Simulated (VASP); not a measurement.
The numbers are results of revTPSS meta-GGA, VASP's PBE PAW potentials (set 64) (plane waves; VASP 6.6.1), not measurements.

The input files of a VASP run:

File POSCAR:
```
BN
1
    0.0000000000     1.8095790809     1.8095790809
    1.8095790809    -0.0000000000     1.8095790809
    1.8095790809     1.8095790809     0.0000000000
B N
1 1
Direct
  0.0000000000   0.0000000000   0.0000000000
  0.2500000000   0.2500000000   0.2500000000
```

**KPOINTS**
```
Automatic mesh
0
Gamma
14 14 14
0 0 0
```

### KPOINTS_OPT
```
k-points along high-symmetry lines
10
Line-mode
Reciprocal
  0.000000   0.000000   0.000000 ! GAMMA
 -0.500000  -0.500000   0.000000 ! X

 -0.500000  -0.500000   0.000000 ! X
 -0.375000  -0.375000   0.250000 ! U

 -0.375000  -0.000000   0.375000 ! K
  0.000000   0.000000   0.000000 ! GAMMA

  0.000000   0.000000   0.000000 ! GAMMA
 -0.000000  -0.000000   0.500000 ! L

 -0.000000  -0.000000   0.500000 ! L
 -0.500000  -0.250000   0.250000 ! W

 -0.500000  -0.250000   0.250000 ! W
 -0.500000  -0.500000   0.000000 ! X
```

### INCAR
```
SYSTEM = BN
PREC = Accurate
ENCUT = 520
EDIFF = 1E-7
NELM = 100
ALGO = Normal
LREAL = .FALSE.
LASPH = .TRUE.
ISMEAR = -5
METAGGA = RTPSS
LMIXTAU = .TRUE.
LWAVE = .FALSE.
LCHARG = .FALSE.
LORBIT = 11
NEDOS = 601
ISIF = 2
```

POTCAR, in this order: B N (PBE.64 set). Program: vasp_std.

What VASP printed:

File OUTCAR:
```
 ion  position               nearest neighbor table
   1  0.000  0.000  0.000-   2 1.57   2 1.57   2 1.57   2 1.57
   2  0.250  0.250  0.250-   1 1.57   1 1.57   1 1.57   1 1.57
  LATTYP: Found a face centered cubic cell.
 ALAT       =     3.6191581618
 Subroutine PRICEL returns:
 Original cell was already a primitive cell.
 Subroutine GETGRP returns: Found 24 space group operations
The static configuration has the point symmetry T_d .
The dynamic configuration has the point symmetry T_d .
 Subroutine INISYM returns: Found 24 space group operations
 Subroutine IBZKPT returns following result:
 Found    104 irreducible k-points:

 Following reciprocal coordinates:
            Coordinates               Weight
  0.000000  0.000000  0.000000      1.000000
  0.071429  0.000000  0.000000      8.000000
  0.142857  0.000000  0.000000      8.000000
  0.214286  0.000000  0.000000      8.000000
  0.285714  0.000000  0.000000      8.000000
  0.357143  0.000000  0.000000      8.000000
  0.428571  0.000000  0.000000      8.000000
  0.500000  0.000000  0.000000      4.000000
  0.071429  0.071429  0.000000      6.000000
...
```

### OSZICAR
```
       N       E                     dE             d eps       ncg     rms          rms(c)
DAV:   1     0.111713507925E+02    0.11171E+02   -0.54347E+03  1720   0.103E+03
DAV:   2    -0.167045520432E+02   -0.27876E+02   -0.27493E+02  2304   0.174E+02
DAV:   3    -0.168480015802E+02   -0.14345E+00   -0.14345E+00  1888   0.162E+01
DAV:   4    -0.168480769590E+02   -0.75379E-04   -0.75379E-04  2368   0.308E-01
DAV:   5    -0.168480769828E+02   -0.23798E-07   -0.23798E-07  1880   0.331E-03    0.797E+00
DAV:   6    -0.198015741699E+02   -0.29535E+01   -0.84732E+00  1816   0.340E+01    0.439E+00
DAV:   7    -0.198861876353E+02   -0.84613E-01   -0.58846E-02  2016   0.306E+00    0.373E+00
DAV:   8    -0.198968387156E+02   -0.10651E-01   -0.21777E+00  2040   0.108E+01    0.148E+00
DAV:   9    -0.197653747075E+02    0.13146E+00   -0.11488E+00  1664   0.153E+01    0.444E-01
DAV:  10    -0.199095596948E+02   -0.14418E+00   -0.93854E-01  1664   0.143E+01    0.433E-01
DAV:  11    -0.199380625563E+02   -0.28503E-01   -0.85997E-03  2464   0.118E+00    0.195E-01
DAV:  12    -0.199381482221E+02   -0.85666E-04   -0.12181E-04  1696   0.135E-01    0.178E-01
DAV:  13    -0.199376962150E+02    0.45201E-03   -0.28753E-03  1832   0.498E-01    0.933E-02
DAV:  14    -0.199384430143E+02   -0.74680E-03   -0.40907E-04  1768   0.184E-01    0.612E-02
DAV:  15    -0.199385830125E+02   -0.14000E-03   -0.43783E-05  1664   0.789E-02    0.367E-02
DAV:  16    -0.199385623341E+02    0.20678E-04   -0.77329E-05  2144   0.793E-02    0.139E-02
DAV:  17    -0.199385639486E+02   -0.16145E-05   -0.13290E-05  1752   0.303E-02    0.618E-03
DAV:  18    -0.199385635387E+02    0.40994E-06   -0.24800E-07  1728   0.715E-03    0.548E-03
DAV:  19    -0.199385646020E+02   -0.10634E-05   -0.82793E-07  2192   0.872E-03    0.834E-04
DAV:  20    -0.199385640081E+02    0.59392E-06   -0.30822E-08   832   0.254E-03    0.147E-04
DAV:  21    -0.199385642282E+02   -0.22010E-06   -0.19336E-09   832   0.613E-04    0.114E-04
DAV:  22    -0.199385641428E+02    0.85411E-07   -0.74603E-10   832   0.290E-04
   1 F= -.19938564E+02 E0= -.19938564E+02  d E =0.000000E+00
       N       E                     dE             ncg
```

### OUTCAR
```
------------------------ aborting loop because EDIFF is reached ----------------------------------------
  FORCE on cell =-STRESS in cart. coord.  units (eV):
  Direction    XX          YY          ZZ          XY          YZ          ZX
  --------------------------------------------------------------------------------------
  Total       -0.0000357     -0.0000357     -0.0000357     -0.0000000      0.0000000     -0.0000000
  in kB       -0.0048272     -0.0048272     -0.0048272     -0.0000000      0.0000000     -0.0000000
  external PRESSURE =      -0.0048272 kB  Pullay stress =       0.0000000 kB
  volume of cell :       11.85
      direct lattice vectors                 reciprocal lattice vectors
     0.000000000  1.809579081  1.809579081    -0.276307350  0.276307350  0.276307350
     1.809579081  0.000000000  1.809579081     0.276307350 -0.276307350  0.276307350
     1.809579081  1.809579081  0.000000000     0.276307350  0.276307350 -0.276307350
  FREE ENERGIE OF THE ION-ELECTRON SYSTEM (eV)
  ---------------------------------------------------
  free  energy   TOTEN  =       -19.9385641428 eV

  energy  without entropy=      -19.9385641428  energy(sigma->0) =      -19.93856414

 total charge

# of ion       s       p       d       tot
------------------------------------------
    1        0.678   1.339   0.000   2.017
    2        1.230   2.775   0.000   4.005
--------------------------------------------------
tot          1.909   4.114   0.000   6.022
```
(Selected blocks of OUTCAR.)

The compound is BN in the zinc blende structure. It was relaxed first.
